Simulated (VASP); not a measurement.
HgO (space group P3_121): the band gap from VASP (plane waves, PAW) at several levels of theory. Gaps are without spin-orbit coupling. Each level names its cell: its own relaxed one, PBE's, or the starting one. A gap is the smallest over the k-mesh and a band path; hybrids may have named points in place of the path, and GW has the mesh alone.  Without a dispersion term in the relaxation, distances and binding between the weakly bound layers, chains or molecules are unreliable, and so is what depends on them.

```
level              band gap (eV)
-----------------  -------------
LDA (own cell)              1.03
PBEsol (own cell)           1.20
```

The cell of the LDA (own cell) run:

HgO has the trigonal space group P3₁21 (No. 152), Pearson symbol hP6. Cell: a = 3.517 Å, b = 3.517 Å, c = 8.557 Å, α = 90.00°, β = 90.00°, γ = 120.00°. Hg on 3b sees 2 O at 2.057 Å (linear). O on 3a is surrounded by 2 Hg at 2.057 Å (bent). (Neighbours: up to the widest gap in distance over summed covalent radii, below 1.35, at either atom; cation-cation and far metal-metal contacts left out.)

Only levels that ran to the end are used. Left out are those held back, those with too coarse a band path, GW runs whose mesh misses a band edge, hybrids' fits of cells that aren't cubic and levels without matching references; a question may draw on a part of the rest.

The structure comes from a computed database's HgO entry (P3_121); how it stands against other phases isn't given here.
